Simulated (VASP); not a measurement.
A run of VASP 6.6.1 is set up as follows.

File INCAR:

```
ALGO = Normal
EDIFF = 1E-7
ENCUT = 520
GGA = PE
ISIF = 2
ISMEAR = -1
LASPH = T
LCHARG = F
LREAL = F
LWAVE = F
NBANDS = 37
NELM = 100
PREC = Accurate
SIGMA = 0.05
```

The input KPOINTS:

```
k-points
0
Gamma
  7 7 7
```

File POSCAR:

```
Ga4O
1.0
   -2.7112981600      2.7112981600      2.7112981600
    2.7112981600     -2.7112981600      2.7112981600
    2.7112981600      2.7112981600     -2.7112981600
Ga O
4 1
Direct
    0.0000000000      0.0000000000      0.5000000000
    0.5000000000      0.0000000000      0.0000000000
    0.5000000000      0.5000000000      0.5000000000
    0.0000000000      0.5000000000      0.0000000000
    0.0000000000      0.0000000000      0.0000000000
```

Potentials or basis: VASP PAW PBE potentials, release 64 (Ga_d, O).

Run with:

```sh
$ cat potpaw_PBE.64/Ga_d/POTCAR potpaw_PBE.64/O/POTCAR > POTCAR
$ mpirun -np 1 vasp_std > vasp.out
```

Question: Predict the pressure.

Answer: 8.3 GPa.

Question: What does it give for the band gap on the k mesh?

Answer: None (metal or under the smearing width).
